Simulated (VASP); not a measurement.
Input:

```xyz
1
Lattice="-1.3743 1.3743 1.3743 1.3743 -1.3743 1.3743 1.3743 1.3743 -1.3743" Properties=species:S:1:pos:R:3 pbc="T T T"
Fe     0.0000     0.0000     0.0000
```
Starting moments (μB, in the order of the record's atoms Fe): 2.0.

Computed with LDA (Ceperley-Alder, Perdew-Zunger), VASP's LDA PAW potentials (set 64) (plane waves; VASP). Numerical set-up: 530 eV cut-off, 17×17×17 Γ-centred mesh, first-order Methfessel-Paxton smearing of 0.10 eV, potentials Fe.

Finite-difference elastic constants of metals are sensitive to mesh and smearing; shear constants can be off by tens of GPa.

Problem. Give the elastic stiffness tensor with the ions relaxed (GPa, in the frame of the cell).

Solution. 
```
     xx   yy   zz   yz   xz   xy
--  ---  ---  ---  ---  ---  ---
xx  370  201  201  0.0  0.0  0.0
yy  201  370  201  0.0  0.0  0.0
zz  201  201  370  0.0  0.0  0.0
yz  0.0  0.0  0.0  142  0.0  0.0
xz  0.0  0.0  0.0  0.0  142  0.0
xy  0.0  0.0  0.0  0.0  0.0  142
```

Problem. Estimate the Hill bulk modulus, Hill shear modulus, Young's modulus, Poisson's ratio.

Solution. 
The Hill bulk modulus is 257 GPa and the Hill shear modulus comes out as 115 GPa. The Young's modulus comes out as 301 GPa and the Poisson's ratio is 0.305.

Measured: C11 243 GPa at 4 K (computed value off by +52.3 %), C12 138 GPa at 4 K (computed value off by +45.6 %), C44 122 GPa at 4 K (computed value off by +16.4 %), as given by Xianwei Sha et al., Physical Review B (2006), arXiv:cond-mat/0612308. The calculation is for a static lattice, while the measured C11, C12, C44 hold thermal and zero-point effects, which are part of the difference.

The compound is Fe in the bcc structure. It was relaxed first, which changed the volume by -12 %.
